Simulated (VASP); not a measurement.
# AlN (F-43m) in VASP: dielectric tensor with HSE06

Aim: the dielectric tensor of AlN with HSE06.

Program: VASP 6.6.1. These are calculated values, not measurements. Logs are shortened: lines on timing, memory, paths and dates and some standing lists are left out, and cuts for length are marked.

## (1) The structure

It takes space group F-43m (No. 216, cubic). The conventional cell has a = 4.377 Å, b = 4.377 Å, c = 4.377 Å, α = 90.00°, β = 90.00°, γ = 90.00°. Al (site symmetry -43m) has 4 N at 1.90 Å as nearest neighbours. N (site symmetry -43m) is surrounded by 4 Al at 1.90 Å.

Measurements of this composition are mostly on another form, of space group No. 186.

## (2) Dielectric tensor, HSE06

POSCAR reads:

```
AlN
1.0
    0.0000000000      2.1882900000      2.1882900000
    2.1882900000      0.0000000000      2.1882900000
    2.1882900000      2.1882900000      0.0000000000
Al N
1 1
Direct
    0.0000000000      0.0000000000      0.0000000000
    0.2500000000      0.2500000000      0.2500000000
```

INCAR.step1 reads:

```
SYSTEM = AlN
  PREC = Accurate
  ENCUT = 520
  ISMEAR = 0
  SIGMA = 0.02
  LREAL = .False.
  LASPH = .True.
  NELM = 100
  ALGO = Normal
  ISIF = 2
  LWAVE = .True.
  LCHARG = .False.
  GGA = PE
  EDIFF = 1E-5
```

INCAR.step2 reads:

```
SYSTEM = AlN
  PREC = Accurate
  ENCUT = 520
  EDIFF = 1E-8
  ISMEAR = 0
  SIGMA = 0.02
  LREAL = .False.
  LASPH = .True.
  NELM = 100
  ALGO = Normal
  ISIF = 2
  LWAVE = .False.
  LCHARG = .False.
  GGA = PE
  LHFCALC = .True.
  HFSCREEN = 0.2
  PRECFOCK = Fast
  LCALCEPS = .True.
  ISTART = 1
```

KPOINTS reads:

```
Automatic mesh
0
Gamma
  8 8 8
  0 0 0
```

Potentials or basis: VASP PAW PBE potentials, release 64 (Al, N).

The run is started by

```console
$ cat potpaw_PBE.64/Al/POTCAR potpaw_PBE.64/N/POTCAR > POTCAR
$ cp INCAR.step1 INCAR
$ mpirun -np 1 vasp_std > vasp.out
$ cp INCAR.step2 INCAR
$ mpirun -np 1 vasp_std > vasp.out
```

OUTCAR:

```text
SYSTEM = AlN
   PREC = Accurate
   ENCUT = 520
   EDIFF = 1E-8
   ISMEAR = 0
   LREAL = .False.
   LASPH = .True.
   NELM = 100
   ISIF = 2
   GGA = PE
   LHFCALC = .True.
   HFSCREEN = 0.2
   PRECFOCK = Fast
   ISTART = 1

 ion  position               nearest neighbor table
   1  0.000  0.000  0.000-   2 1.90   2 1.90   2 1.90   2 1.90
   2  0.250  0.250  0.250-   1 1.90   1 1.90   1 1.90   1 1.90

  LATTYP: Found a face centered cubic cell.
 ALAT       =     4.3765800000

  Lattice vectors:

 A1 = (   0.0000000000,   2.1882900000,   2.1882900000)
 A2 = (   2.1882900000,   0.0000000000,   2.1882900000)
 A3 = (   2.1882900000,   2.1882900000,   0.0000000000)

Analysis of symmetry for initial positions (statically):
=====================================================================
 Subroutine PRICEL returns:
 Original cell was already a primitive cell.

 Routine SETGRP: Setting up the symmetry group for a
 face centered cubic supercell.

 Subroutine GETGRP returns: Found 24 space group operations
 (whereof 24 operations were pure point group operations)
 out of a pool of 48 trial point group operations.

The static configuration has the point symmetry T_d .

Analysis of symmetry for dynamics (positions and initial velocities):
=====================================================================
 Subroutine PRICEL returns:
 Original cell was already a primitive cell.

 Routine SETGRP: Setting up the symmetry group for a
 face centered cubic supercell.

 Subroutine GETGRP returns: Found 24 space group operations
 (whereof 24 operations were pure point group operations)
 out of a pool of 48 trial point group operations.

The dynamic configuration has the point symmetry T_d .

 Subroutine INISYM returns: Found 24 space group operations
 (whereof 24 operations are pure point group operations),
 and found     1 'primitive' translations

----------------------------------------------------------------------------------------

                                     Primitive cell

  volume of cell :      20.9577

  direct lattice vectors                    reciprocal lattice vectors
     0.000000000  2.188290000  2.188290000    -0.228488911  0.228488911  0.228488911
[... 139 lines left out ...]
  ---------------------------------------------------
  free energy    TOTEN  =       -17.42843929 eV

  energy without entropy =      -17.42843929  energy(sigma->0) =      -17.42843929

 E-fermi :   5.0854     XC(G=0):  -8.9807

 val. band max:        4.9791962319   @ k =   0.0000   0.0000   0.0000
 cond. band min:   10000.0000000000   @ k =   0.0000   0.0000   0.0000
 fundamental gap:   9995.0208037681
 Fermi energy:         5.0854105453

 k-point     1 :       0.0000    0.0000    0.0000
  band No.  band energies     occupation
      1     -11.4669      2.00000
      2       4.9789      2.00000
      3       4.9791      2.00000
      4       4.9792      2.00000
      5   10000.0000      0.00000
      6   10000.0000      0.00000
      7   10000.0000      0.00000
      8   10000.0000      0.00000
[... 243 lines left out ...]
 k-point    24 :      -0.3750    0.2500    0.1250
  band No.  band energies     occupation
      1      -8.9614      2.00000
      2      -0.5719      2.00000
      3       2.5703      2.00000
      4       3.7646      2.00000
      5   10000.0000      0.00000
      6   10000.0000      0.00000
      7   10000.0000      0.00000
      8   10000.0000      0.00000

 [... further k-points ...]

------------------------ aborting loop because EDIFF is reached ----------------------------------------

            Ionic dipole moment: p[ion]=(     5.47072     5.47072     5.47072 ) |e| Angst

 Total electronic dipole moment: p[elc]=(     0.00014     0.00014     0.00384 ) |e| Angst

 MACROSCOPIC STATIC DIELECTRIC TENSOR (including local field effects)
 ------------------------------------------------------
           4.196894     0.000000    -0.000000
          -0.000000     4.196894     0.000000
          -0.000000     0.000000     4.196894
 ------------------------------------------------------

 PIEZOELECTRIC TENSOR (including local field effects) (e Angst)
          XX          YY          ZZ          XY          YZ          ZX
  --------------------------------------------------------------------------------
  x    -0.00000    -0.00000    -0.00000     0.00000    -0.79035     0.00000
  y    -0.00000    -0.00000    -0.00000    -0.00000     0.00000    -0.79035
  z    -0.00000    -0.00000    -0.00000    -0.79035    -0.00000    -0.00000

 PIEZOELECTRIC TENSOR (including local field effects) (C/m^2)
          XX          YY          ZZ          XY          YZ          ZX
  --------------------------------------------------------------------------------
  x    -0.00000    -0.00000    -0.00000     0.00000    -0.60420     0.00000
  y    -0.00000    -0.00000    -0.00000    -0.00000     0.00000    -0.60420
  z    -0.00000    -0.00000    -0.00000    -0.60420    -0.00000    -0.00000

 BORN EFFECTIVE CHARGES (including local field effects) (in |e|, cummulative output)
 ---------------------------------------------------------------------------------
 ion    1
    1     2.53605    -0.00000    -0.00000
    2     0.00000     2.53605    -0.00000
    3    -0.00000     0.00000     2.53605
 ion    2
    1    -2.53605     0.00000     0.00000
    2    -0.00000    -2.53605     0.00000
    3     0.00000    -0.00000    -2.53605

  FORCE on cell =-STRESS in cart. coord.  units (eV):
  Direction    XX          YY          ZZ          XY          YZ          ZX
  --------------------------------------------------------------------------------------
  -------------------------------------------------------------------------------------
  Total       -0.2346093     -0.2346093     -0.2346093      0.0000000      0.0000000      0.0000000
  in kB      -17.9354026    -17.9354026    -17.9354026      0.0000000      0.0000000      0.0000000
  external PRESSURE =     -17.9354026 kB  Pullay stress =       0.0000000 kB

 VOLUME and BASIS-vectors are now :
 -----------------------------------------------------------------------------
  energy-cutoff  :      520.00
  volume of cell :       20.96
      direct lattice vectors                 reciprocal lattice vectors
     0.000000000  2.188290000  2.188290000    -0.228488911  0.228488911  0.228488911
     2.188290000  0.000000000  2.188290000     0.228488911 -0.228488911  0.228488911
     2.188290000  2.188290000  0.000000000     0.228488911  0.228488911 -0.228488911

 POSITION                                       TOTAL-FORCE (eV/Angst)
 -----------------------------------------------------------------------------------
      0.00000      0.00000      0.00000        -0.000000     -0.000000     -0.000000
      1.09414      1.09414      1.09414         0.000000      0.000000      0.000000
 -----------------------------------------------------------------------------------
    total drift:                                0.000002     -0.000001      0.000000

  FREE ENERGIE OF THE ION-ELECTRON SYSTEM (eV)
  ---------------------------------------------------
  free  energy   TOTEN  =       -17.4284392881 eV

  energy  without entropy=      -17.4284392881  energy(sigma->0) =      -17.42843929
```

OUTCAR.step1:

```text
SYSTEM = AlN
   PREC = Accurate
   ENCUT = 520
   ISMEAR = 0
   LREAL = .False.
   LASPH = .True.
[... 487 lines left out ...]
      0.00000      0.00000      0.00000         0.000000      0.000000      0.000000
      1.09414      1.09414      1.09414        -0.000000     -0.000000     -0.000000
 -----------------------------------------------------------------------------------
    total drift:                                0.000000      0.000000      0.000000

  FREE ENERGIE OF THE ION-ELECTRON SYSTEM (eV)
  ---------------------------------------------------
  free  energy   TOTEN  =       -14.8434514400 eV

  energy  without entropy=      -14.8434514400  energy(sigma->0) =      -14.84345144
```

OSZICAR.step1:

```text
N       E                     dE             d eps       ncg     rms          rms(c)
DAV:   1     0.140035698103E+02    0.14004E+02   -0.42136E+03   480   0.842E+02
DAV:   2    -0.166171530554E+02   -0.30621E+02   -0.30077E+02   664   0.149E+02
DAV:   3    -0.172110627168E+02   -0.59391E+00   -0.59391E+00   552   0.271E+01
DAV:   4    -0.172128421199E+02   -0.17794E-02   -0.17794E-02   680   0.140E+00
DAV:   5    -0.172128437087E+02   -0.15887E-05   -0.15887E-05   544   0.363E-02    0.860E+00
DAV:   6    -0.148587878611E+02    0.23541E+01   -0.13537E+01   504   0.237E+01    0.292E+00
DAV:   7    -0.148495408503E+02    0.92470E-02   -0.10552E-01   480   0.338E+00    0.200E+00
DAV:   8    -0.148436501156E+02    0.58907E-02   -0.18602E-02   512   0.189E+00    0.410E-01
DAV:   9    -0.148433458956E+02    0.30422E-03   -0.80338E-04   616   0.227E-01    0.207E-01
DAV:  10    -0.148434526006E+02   -0.10671E-03   -0.26023E-04   496   0.139E-01    0.316E-02
DAV:  11    -0.148434514400E+02    0.11606E-05   -0.57311E-06   288   0.194E-02
   1 F= -.14843451E+02 E0= -.14843451E+02  d E =-.460611E-27
```

Wall time 1.6 h (1 thread of Intel Xeon Platinum 8488C (Sapphire Rapids), shared host); peak memory 0.39 GiB.

What came out:

| Item | Value |
| --- | --- |
| Band gap on the k mesh | 4.57 eV, indirect (least direct gap 5.51 eV) |
| Electronic dielectric tensor (diagonal) | 4.20 |
| Born charges (mean of the diagonal) | Al +2.54; N -2.54 e |

Levels at points of the mesh, in eV from the valence-band top:
| k point | band 1 | band 2 | band 3 | band 4 | band 5 | band 6 | band 7 | band 8 |
| --- | --- | --- | --- | --- | --- | --- | --- | --- |
| (0.00, 0.00, 0.00) | -16.45 | 0.00 | 0.00 | 0.00 | 5.51 | 14.20 | 14.20 | 14.20 |
| (0.50, 0.00, 0.00) | -14.28 | -6.33 | -0.53 | -0.53 | 8.84 | 11.62 | 12.74 | 12.74 |
| (0.50, 0.50, 0.00) | -13.61 | -5.32 | -1.95 | -1.95 | 4.57 | 10.06 | 16.04 | 17.77 |

Electronic dielectric tensor:
```
4.20 0.00 0.00
0.00 4.20 0.00
0.00 0.00 4.20
```

Born effective charge tensors (e):
atom 1, Al
```
2.54 0.00 0.00
0.00 2.54 0.00
0.00 0.00 2.54
```
atom 2, N
```
-2.54  0.00  0.00
 0.00 -2.54  0.00
 0.00  0.00 -2.54
```

Dipole moments of the cell (e·Å, modulo the quantum): ionic 5.471, 5.471, 5.471; electronic 0.000, 0.000, 0.004

Caveat: the PAW data sets were made with another functional, which shifts forces and pressure a little. A k mesh can miss the band edges.
